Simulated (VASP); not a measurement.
The cell holds one MoSe₂ (2H layered) bilayer, with vacuum along c. Ionisation potential and electron affinity count from the cell's own band edges, surface states included.

```
MoSe2
1.0
    3.33063     0.00000     0.00000
   -1.66532     2.88441     0.00000
    0.00000     0.00000    26.32244
Mo Se
2 4
Cartesian
  1.66532   0.96147   9.86173
  0.00000   1.92294  16.46071
  0.00000   1.92294  11.54098
  0.00000   1.92294   8.18491
  1.66532   0.96147  18.13753
  1.66532   0.96147  14.78146
```

The numbers are results of optB88-vdW, VASP's PBE PAW potentials (set 64) (plane waves; VASP), not measurements. Settings: 400 eV cut-off, 12×12×1 Γ-centred mesh, Gaussian smearing of 0.050 eV, potentials Mo_sv Se.

Task: Predict its energy to cut it from the bulk, per area, ionisation potential, electron affinity.

Result: 
The energy to cut it from the bulk, per area is 24.8 meV/Å² and the ionisation potential comes out as 5.42 eV. The electron affinity is 4.21 eV.

The cell is a sheet with vacuum, built from MoSe2 (2H layered).
